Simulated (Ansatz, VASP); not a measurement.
# Cross-check of TiC between VASP and Ansatz

Aim: how closely do two programs agree when they are given the same cell, functional and k mesh? The cell is taken from a series of runs on this material, whose earlier steps may have relaxed, scaled, displaced or heated it; both programs get it as it stands.

Main program and level: Ansatz 0.2.0; plane waves, with VASP 6.6.1 beside it; single point at PBEsol.

## (1) The starting structure

It takes space group Fm-3m (No. 225, cubic). Conventional cell: a = 4.272 Å, b = 4.272 Å, c = 4.272 Å, α = 90.00°, β = 90.00°, γ = 90.00°. Ti has 6 C at 2.14 Å nearest. Nearest to C lie 6 Ti at 2.14 Å. Farther neighbours are not listed.

As a file:

```
Ti C
1.0
     0.00000    2.13584    2.13584
     2.13584    0.00000    2.13584
     2.13584    2.13584    0.00000
Ti C
1 1
Direct
  0.00000 0.00000 0.00000
  0.50000 0.50000 0.50000
```

## (2) VASP: single point, PBEsol, pair 1

With cell and atoms fixed, the geometry can't cause a difference; cores, projectors, grids and the points listed under the comparison can.

Lines of VASP's logs that name or quote its potential files are left out, and so is its time.

File INCAR:

```
SYSTEM = TiC
PREC = Accurate
ENCUT = 600
EDIFF = 1E-06
NELM = 120
ISMEAR = 1
SIGMA = 0.2
LREAL = .FALSE.
ALGO = Normal
GGA = PS
NBANDS = 14
LASPH = .TRUE.
LORBIT = 11
LWAVE = .FALSE.
LCHARG = .FALSE.
ISIF = 2
GGA_COMPAT = .FALSE.
```

File POSCAR:

```
TiC
1.0
    0.0000000000      2.1358365578      2.1358365578
    2.1358365578      0.0000000000      2.1358365578
    2.1358365578      2.1358365578      0.0000000000
Ti C
1 1
Direct
    0.0000000000      0.0000000000      0.0000000000
    0.5000000000      0.5000000000      0.5000000000
```

File KPOINTS:

```
Automatic mesh
0
Gamma
16 16 16
0 0 0
```

The projector-augmented-wave data sets are Ti_sv and C (PBE family, release 64).

Started as:

```sh
$ mpirun -np 1 vasp_std
```

Numbers of over 12 decimals in the logs are rounded to 6 here.

What it wrote:

```text
[banner, memory and clock lines left out]
running    1 mpi-ranks, on    1 nodes
 distrk:  each k-point on    1 cores,    1 groups
 distr:  one band on    1 cores,    1 groups

 POSCAR found type information on POSCAR TiC
 POSCAR found :  2 types and       2 ions
|                                                                             |
|               ----> ADVICE to this user running VASP <----                  |
|                                                                             |
|     You enforced a specific xc type in the INCAR file but a different       |
|     [... a line on the potential file left out ...]
|     I HOPE YOU KNOW WHAT YOU ARE DOING!                                     |
|                                                                             |

 LDA part: xc-table for (Slater+PW92), standard interpolation
 POSCAR, INCAR and KPOINTS ok, starting setup
 FFT: planning ... GRIDC
 FFT: planning ... GRID_SOFT
 FFT: planning ... GRID
 WAVECAR not read
 entering main loop
       N       E                     dE             d eps       ncg     rms          rms(c)
DAV:   1     0.126646021139E+03    0.12665E+03   -0.89081E+03  4060   0.152E+03
DAV:   2    -0.164613064642E+02   -0.14311E+03   -0.13474E+03  4330   0.369E+02
DAV:   3    -0.247736464900E+02   -0.83123E+01   -0.81407E+01  5442   0.863E+01
DAV:   4    -0.251080754051E+02   -0.33443E+00   -0.33425E+00  5062   0.156E+01
DAV:   5    -0.251155988379E+02   -0.75234E-02   -0.75230E-02  5406   0.211E+00    0.193E+01
DAV:   6    -0.203155366022E+02    0.48001E+01   -0.12344E+01  5814   0.603E+01    0.657E+00
DAV:   7    -0.198340112698E+02    0.48153E+00   -0.19381E+00  4954   0.209E+01    0.541E+00
DAV:   8    -0.198012467275E+02    0.32765E-01   -0.11579E-01  4560   0.441E+00    0.293E+00
DAV:   9    -0.198010689007E+02    0.17783E-03   -0.88196E-02  4990   0.340E+00    0.841E-01
DAV:  10    -0.197993909488E+02    0.16780E-02   -0.92539E-03  5588   0.135E+00    0.671E-01
DAV:  11    -0.197976783540E+02    0.17126E-02   -0.49144E-03  4336   0.105E+00    0.965E-02
DAV:  12    -0.197976658709E+02    0.12483E-04   -0.33191E-04  4612   0.238E-01    0.235E-02
DAV:  13    -0.197976586169E+02    0.72540E-05   -0.12816E-05  5760   0.437E-02    0.489E-03
DAV:  14    -0.197976580777E+02    0.53921E-06   -0.29776E-07  2930   0.932E-03
   1 F= -.19797658E+02 E0= -.19797531E+02  d E =-.380420E-03
```

OUTCAR, selected parts (step 2):

```text
ion  position               nearest neighbor table
   1  0.000  0.000  0.000-   2 2.14   2 2.14   2 2.14   2 2.14   2 2.14   2 2.14
   2  0.500  0.500  0.500-   1 2.14   1 2.14   1 2.14   1 2.14   1 2.14   1 2.14

  LATTYP: Found a face centered cubic cell.
 ALAT       =     4.2716731156

 Subroutine GETGRP returns: Found 48 space group operations
 (whereof 48 operations were pure point group operations)

The static configuration has the point symmetry O_h .

 Found    145 irreducible k-points:

   k-points           NKPTS =    145   k-points in BZ     NKDIM =    145   number of bands    NBANDS=     14

   dimension x,y,z NGX =    24 NGY =   24 NGZ =   24
   dimension x,y,z NGXF=    48 NGYF=   48 NGZF=   48

   ENCUT  =  600.0 eV  44.10 Ry    6.64 a.u.   6.03  6.03  6.03*2*pi/ulx,y,z

   NELECT =      16.0000    total number of electrons

 k-points in reciprocal lattice and weights: Automatic mesh
   0.00000000  0.00000000  0.00000000       0.000
   0.06250000  0.00000000  0.00000000       0.002
   0.12500000  0.00000000  0.00000000       0.002
   0.18750000  0.00000000  0.00000000       0.002
   0.25000000  0.00000000  0.00000000       0.002
   0.31250000  0.00000000  0.00000000       0.002
   0.37500000  0.00000000  0.00000000       0.002
   0.43750000  0.00000000  0.00000000       0.002
   0.50000000  0.00000000  0.00000000       0.001
[...]
-0.31250000  0.50000000  0.18750000       0.003
  -0.25000000  0.50000000  0.25000000       0.001

 average (electrostatic) potential at core
       1 -70.3235       2 -44.0981

 E-fermi :   9.7895

 k-point     1 :       0.0000    0.0000    0.0000
  band No.  band energies     occupation
      1     -46.4112      2.00000
      2     -22.5144      2.00000
      3     -22.5144      2.00000
      4     -22.5144      2.00000
      5      -2.7625      2.00000
      6      10.4747     -0.00001
      7      10.4747     -0.00001
      8      10.4747     -0.00001
      9      11.5559     -0.00000
     10      11.5559     -0.00000
    ...

 k-point     2 :       0.0625    0.0000    0.0000
  band No.  band energies     occupation
      1     -46.4078      2.00000
      2     -22.5379      2.00000
      3     -22.5165      2.00000
      4     -22.5165      2.00000
      5      -2.6685      2.00000
      6      10.0216     -0.06952
      7      10.2790     -0.00292
      8      10.2790     -0.00292
      9      10.8611     -0.00000
     10      10.8611     -0.00000
    ...

 k-point     3 :       0.1250    0.0000    0.0000
  band No.  band energies     occupation
    ...
      4     -22.5226      2.00000
      5      -2.3927      2.00000
      6       9.1215      2.00002
      7       9.4941      2.05734
      8       9.4941      2.05734
      9      10.9302     -0.00000
     10      10.9302     -0.00000
     11      12.1526     -0.00000
     12      13.7611     -0.00000
     13      13.7611     -0.00000
    ...

  Total        0.5247574      0.5247574      0.5247574      0.0000000      0.0000000      0.0000000
  in kB       43.1454629     43.1454629     43.1454629      0.0000000      0.0000000      0.0000000
  external PRESSURE =      43.1454629 kB  Pullay stress =       0.0000000 kB

  energy-cutoff  :      600.00
  volume of cell :       19.49
      direct lattice vectors                 reciprocal lattice vectors
     0.000000000  2.135836558  2.135836558    -0.234100310  0.234100310  0.234100310
     2.135836558  0.000000000  2.135836558     0.234100310 -0.234100310  0.234100310
     2.135836558  2.135836558  0.000000000     0.234100310  0.234100310 -0.234100310

 POSITION                                       TOTAL-FORCE (eV/Angst)
 -----------------------------------------------------------------------------------
      0.00000      0.00000      0.00000         0.000000     -0.000000      0.000000
      2.13584      2.13584      2.13584        -0.000000      0.000000      0.000000
 -----------------------------------------------------------------------------------
    total drift:                                0.000000     -0.000000     -0.000000

  FREE ENERGIE OF THE ION-ELECTRON SYSTEM (eV)
  ---------------------------------------------------
  free  energy   TOTEN  =       -19.7976580777 eV

  energy  without entropy=      -19.7972776573  energy(sigma->0) =      -19.79753127

 total charge
# of ion       s       p       d       tot
------------------------------------------
    1        2.210   6.272   2.016  10.498
    2        0.894   1.515   0.000   2.409
--------------------------------------------------
tot          3.104   7.788   2.016  12.907

[... 3 further parts left out ...]
```

The run ends at a pressure of 4.31 GPa.

## (3) Ansatz: single point, PBEsol, pair 1

Ansatz runs on its default PAW (the set named soft_2) files.

The same cell, functional, mesh and smearing now go to Ansatz, which takes its cutoff from its data sets.

File input.yaml:

```yaml
crystal:
  lattice:
    - [0.0, 2.1358365578, 2.1358365578]
    - [2.1358365578, 0.0, 2.1358365578]
    - [2.1358365578, 2.1358365578, 0.0]
  atoms:
    - { symbol: Ti, position: [0.0, 0.0, 0.0] }
    - { symbol: C, position: [0.5, 0.5, 0.5] }
kpoints:
  mp_grid: { grid: [16, 16, 16] }
hamiltonian:
  xc: pbesol
scf:
  occupations: { method: methfessel_paxton, width: 0.2 }
output:
  forces: true
  stress: true
  eigenvalues: true
```

Started as:

```sh
$ ansatz run input.yaml --threads 8 --pin off --max-ram 30720MiB --backend cpu --events-out ev --progress --plain --runs-dir out
```

What it wrote:

```text
Engine: ansatz 0.2.0, aarch64-unknown-linux-gnu
Pseudopotentials: kind: paw
Pseudopotential: Ti, paw, valence charge 12, recommended cutoff 420 eV (normal), Ti.paw.azcp
Pseudopotential: C, paw, valence charge 4, recommended cutoff 420 eV (normal), C.paw.azcp
Functional definition: PBEsol
  exchange = pbesol_x
  correlation = pbesol_c
Crystal: 2 atoms, lattice volume = 19.487 Å³
Basis set: ecut = 420 eV, 339 PW (Γ), exchange–correlation on 48×48×48 points (8 copies of the dense FFT grid, shifted against one another)
Bands: 12, of which v1, the nominal top of the filled ones, is band 8 counted from 1 (7 counted from 0)
Symmetry: 48 space group operations
Space group: Fm-3m (ITA 225), of the structure as read, at distance tolerance 2.7e-5 Å
k-points: 145 of 4096
Non-local potential: Ti, projectors of the file, l = 0: 3, l = 1: 2, l = 2: 3, l = 3: 1
Non-local potential: C, projectors of the file, l = 0: 2, l = 1: 2, l = 2: 1
PAW form: soft (Blöchl's): semilocal exchange-correlation on the pseudo side does not see the compensation charge
PAW frozen core: Ti, regenerated for the run's functional, and the local potential with it (the file was generated under x = pbe(κ = 0.804, μ = 0.219515), c = pbe(β = 0.066725))
PAW frozen core: C, regenerated for the run's functional, and the local potential with it (the file was generated under x = pbe(κ = 0.804, μ = 0.219515), c = pbe(β = 0.066725))
PAW one-centre angular grid: Ti, 590 points (default); XC on 64 Gauss nodes
PAW one-centre angular grid: C, 110 points (default); XC on 64 Gauss nodes
Initial density: superposition of atomic densities (neutral atoms: chi_scale 0, normalization atom), corrected by the library's trained network
Initial wavefunctions: pseudopotential atomic-orbital guess
Functional: x = pbesol(κ = 0.804, μ = 0.123457), c = pbesol(β = 0.046)
SCF iter   1: F=—  HF=-2722.421123 eV  |F-HF|=—  |Δ(HF+E_count)|=         —  Δρ=1.05e-2  dr2=2.42e-2  ethr=1.77e-3  ⟨swp⟩=4.4  Hψ=8527  notcnv=0
preconditioner: auto → none  [metal: Δε(μ)=0.073 eV  Ē_g=8.125 eV  σ=0.200 eV  W_gap=0.30  n_scr=8 (ndim 8)  ℏωp=23.8 eV  f_vac=0.000  D(μ)=0.33/eV (n_scr^D=0)  sad-step TF]
SCF iter   2: F=—  HF=-2722.417522 eV  |F-HF|=—  |Δ(HF+E_count)|=   3.60e-3  S|Δr|=    0.00e0  Δρ=7.05e-3  dr2=1.20e-2  ethr=1.51e-4  ⟨swp⟩=1.0  Hψ=2900  notcnv=0
SCF iter   3: F=—  HF=-2722.415120 eV  |F-HF|=—  |Δ(HF+E_count)|=   2.40e-3  S|Δr|=    0.00e0  Δρ=6.32e-4  dr2=4.82e-5  ethr=7.47e-5  ⟨swp⟩=2.1  Hψ=2113  notcnv=0
SCF iter   4: F=—  HF=-2722.415102 eV  |F-HF|=—  |Δ(HF+E_count)|=   1.76e-5  S|Δr|=    0.00e0  Δρ=1.16e-4  dr2=1.02e-6  ethr=3.01e-7  ⟨swp⟩=3.0  Hψ=2928  notcnv=0
SCF iter   5: F=-2722.415103 eV  HF=-2722.415103 eV  |F-HF|=1.58e-9  |Δ(HF+E_count)|=   6.87e-7  S|Δr|=    0.00e0  Δρ=4.15e-6  dr2=3.14e-9  ethr=6.25e-10  ⟨swp⟩=5.4  Hψ=7603  notcnv=0
SCF 1 converged in 5 iterations: F = -2722.415103 eV  dr2 = 3.14e-9
  greatest PAW one-centre occupation: 0.999 electrons in one spin orbital (limit 2), on the Ti atom at site 0 (counted from 0), in its partial waves of l = 0
SCF converged after 5 iterations
Stability not checked: this state was not tested for a lower state beside it, because cold or Methfessel-Paxton smearing, or corrected tetrahedra, fill the levels in a way that the test cannot read (fill_not_monotonic; see scf.lower_state_search)
Free energy (F): -2722.415103 eV
Harris-Foulkes:  -2722.415103 eV  (|F-HF|=1.58e-9)
Internal energy: -2722.414714 eV  (E = F + TS)
E sigma→0 (E₀):  -2722.415006 eV
Entropy (-TS):   -0.000389 eV (-0.195 meV/atom)
Fermi energy:    15.298568 eV
Step filling:    the computed levels leave a gap of 0.0000 eV = 0.0 smearing widths at the electron count; against every level under it full and every level over it empty, smearing changes F+E_penalty+E_count by -0.578 meV and its σ→0 estimate by -0.481 meV
--- Per-component energies (eV) ---
  E_band       = -99.451581
  E_kinetic    = 364.218931
  E_local      = -750.486023  (includes V_loc(G=0)·N_el)
  E_nonlocal   = 33.446874
  E_hartree    = 306.531315
  E_xc         = -147.027477
  E_vxc        = -184.351731  (∫ρ·V_xc dr)
  E_paw        = -1116.502026  (= ΣΔE_a)
  E_vpaw       = -175.341861  (= ΣTr[D̂ρ^β])
  E_aug_tail   = 0.000162  (compensation charges beyond the density's cutoff)
  E_ewald      = -1412.756954
  E_core_change = 0.160485  (= ΣΔE_core)
  E_smearing   = -0.000389  (= −TS)
  E_closure    = -0.000000  (closes the sum)
  Σ components = -2722.415103   (vs F -2722.415103, Δ=0.00e0)
--- Forces (eV/Å), atoms counted from 1 ---
  atom   1  Ti    -0.00000000     0.00000000    -0.00000000
  atom   2  C      0.00000000     0.00000000     0.00000000
  max |Σ_I F_I| component: 4.01e-30 eV/Å
--- Stress (GPa, compression-positive) ---
        4.160897       0.000000      -0.000000
       -0.000000       4.160897      -0.000000
       -0.000000       0.000000       4.160897
  P = ⅓ Tr σ = 4.1609 GPa (41.609 kbar)
--- Band table (eV; the first three rows and the last of 145) ---
  k-point 0: bands = [... 4 lower, 2.7413, 15.9895, 15.9896, 15.9896, 17.0628, 17.0628, 17.0628, 17.1367]
  k-point 1: bands = [... 4 lower, 2.8356, 15.5330, 15.7916, 15.7916, 16.3763, 16.3763, 17.3123, 18.1587]
  k-point 2: bands = [... 4 lower, 3.1125, 14.6302, 15.0045, 15.0045, 16.4469, 16.4469, 17.6646, 19.2789]
  k-point 144: bands = [... 4 lower, 5.7354, 12.0666, 12.0666, 12.5015, 18.2485, 18.2485, 19.0606, 20.8469]
```

The run ends at a pressure of 4.16 GPa.

## (4) Comparison

Known differences besides the potentials themselves: the cutoff is 420 eV in Ansatz and 600 eV in VASP; Ansatz makes its cores anew for this functional, VASP keeps those of its PBE data sets. Total energies have different zeros and are not compared.

Both answers:

| quantity | Ansatz | VASP | difference |
| --- | --- | --- | --- |
| pressure (GPa) | 4.16 | 4.31 | -0.15 |

## (5) VASP: single point, PBEsol, pair 2

A single point gives forces, pressure and levels at one fixed geometry, so differences don't come from the geometry; what else differs is listed under the comparison. The cell compared in this pair holds 19.19 Å³, against 19.49 Å³ for the pair before.

INCAR is that of step 2.

File POSCAR:

```
TiC
1.0
    0.0000000000      2.1249392429      2.1249392429
    2.1249392429      0.0000000000      2.1249392429
    2.1249392429      2.1249392429      0.0000000000
Ti C
1 1
Direct
    0.0000000000      0.0000000000      0.0000000000
    0.5000000000      0.5000000000      0.5000000000
```

KPOINTS is that of step 2.

Started as:

```sh
$ mpirun -np 1 vasp_std
```

What it wrote:

```text
[banner, memory and clock lines left out]
running    1 mpi-ranks, on    1 nodes
[...]
[... a notice as in an earlier step ...]

 LDA part: xc-table for (Slater+PW92), standard interpolation
 POSCAR, INCAR and KPOINTS ok, starting setup
[...]
entering main loop
       N       E                     dE             d eps       ncg     rms          rms(c)
DAV:   1     0.129048576407E+03    0.12905E+03   -0.88623E+03  4060   0.153E+03
DAV:   2    -0.162349923543E+02   -0.14528E+03   -0.13654E+03  4312   0.376E+02
DAV:   3    -0.247121279329E+02   -0.84771E+01   -0.82789E+01  5338   0.870E+01
DAV:   4    -0.250526410049E+02   -0.34051E+00   -0.34022E+00  5122   0.158E+01
[...]
DAV:  12    -0.197852245323E+02    0.27595E-04   -0.31065E-04  4582   0.251E-01    0.114E-02
DAV:  13    -0.197852163058E+02    0.82266E-05   -0.17175E-05  5702   0.576E-02    0.373E-03
DAV:  14    -0.197852157604E+02    0.54540E-06   -0.61546E-07  2948   0.139E-02
   1 F= -.19785216E+02 E0= -.19785098E+02  d E =-.354075E-03
```

From OUTCAR (step 5):

```text
  Total        1.0536786      1.0536786      1.0536786      0.0000000      0.0000000     -0.0000000
  in kB       87.9729608     87.9729608     87.9729608      0.0000000      0.0000000     -0.0000000
  external PRESSURE =      87.9729608 kB  Pullay stress =       0.0000000 kB

 POSITION                                       TOTAL-FORCE (eV/Angst)
 -----------------------------------------------------------------------------------
      0.00000      0.00000      0.00000         0.000000      0.000000     -0.000000
      2.12494      2.12494      2.12494         0.000000      0.000000      0.000000
 -----------------------------------------------------------------------------------
    total drift:                                0.000000     -0.000000     -0.000000

  FREE ENERGIE OF THE ION-ELECTRON SYSTEM (eV)
  ---------------------------------------------------
  free  energy   TOTEN  =       -19.7852157604 eV

  energy  without entropy=      -19.7848616852  energy(sigma->0) =      -19.78509774

[... 1 part as in an earlier step ...]

[... 2 further parts left out ...]
[key lines of the parts left out:]
E-fermi :   9.9769
```

The run ends at a pressure of 8.80 GPa.

[end of part 1 of 2]

[Lines on the potential files, build, host, timing and source positions are cut from VASP's logs without a mark.]

[Logs are printed without paths, hosts, clocks, repeated set-up lines and the standing remarks that a program may print on its own settings, such as how far it seeks lower states.]

[Hosts, paths, dates, database ids (printed as entryN), source tags and the programs' standing remarks are cut or masked in the printed files.]
